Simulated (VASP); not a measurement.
Crystal: Be3Se2S.

```
Be Se S
1.0
    -1.78900    1.78900    7.59000
     1.78900   -1.78900    7.59000
     1.78900    1.78900   -7.59000
Be Se S
3 2 1
Direct
  0.75000 0.25000 0.50000
  0.08333 0.58333 0.50000
  0.41667 0.91667 0.50000
  0.66667 0.66667 0.00000
  0.33333 0.33333 0.00000
  0.00000 0.00000 0.00000
```

The cell was built by a generator and needn't be a form met in nature.

```yaml
Program: VASP 6.6.1
Task: relaxation of cell and atoms
Functional: PBE
Potentials_or_basis: VASP PAW PBE potentials, release 64 (Be, Se, S)
Cutoff: 520 eV
k_mesh: 5 × 5 × 5
Occupations: gaussian, width 0.15 eV
Spin: no spin polarisation
```

At the start: pressure 1.4 GPa; volume 16.19 Å³/atom.

How do energy, volume and symmetry change on relaxing?

Over 10 steps the energy falls by 15.3 meV/atom and the volume is 16.39 Å³/atom (+1.2 %); space group I-4m2 (No. 119, to 0.05 Å).

The path:
| step | energy change (eV) | largest force (eV/Å) | pressure (GPa) | volume (Å³) |
| --- | --- | --- | --- | --- |
| 1 | 0.0000 | 0.8750 | 1.36 | 97.17 |
| 2 | -0.0614 | 0.3927 | -0.55 | 99.12 |
| 3 | -0.0692 | 0.2950 | -1.22 | 99.98 |
| 4 | -0.0881 | 0.1753 | -0.25 | 98.50 |
| 5 | -0.0897 | 0.1016 | 0.53 | 97.68 |
| 6 | -0.0899 | 0.1219 | 0.62 | 97.84 |
| 7 | -0.0895 | 0.1469 | 0.22 | 98.17 |
| 8 | -0.0899 | 0.1247 | 0.37 | 97.95 |
| 9 | -0.0899 | 0.1229 | 0.34 | 97.91 |
| 10 | -0.0917 | 0.0130 | 0.11 | 98.31 |

Final structure:
```cif
data_structure
_symmetry_space_group_name_H-M 'P 1'
_symmetry_Int_Tables_number 1
_cell_length_a 8.0166
_cell_length_b 8.0166
_cell_length_c 8.0166
_cell_angle_alpha 154.078
_cell_angle_beta 154.078
_cell_angle_gamma 36.986
_cell_volume 98.31
loop_
_atom_site_label
_atom_site_type_symbol
_atom_site_fract_x
_atom_site_fract_y
_atom_site_fract_z
_atom_site_occupancy
Be1 Be 0.75000 0.25000 0.50000 1
Be2 Be 0.07731 0.57731 0.50000 1
Be3 Be 0.42269 0.92269 0.50000 1
Se1 Se 0.66394 0.66394 0.00000 1
Se2 Se 0.33606 0.33606 0.00000 1
S1 S 0.00000 0.00000 0.00000 1
```

Caveat: the k mesh is coarse (spacing up to 0.50 Å⁻¹), so the values aren't converged.
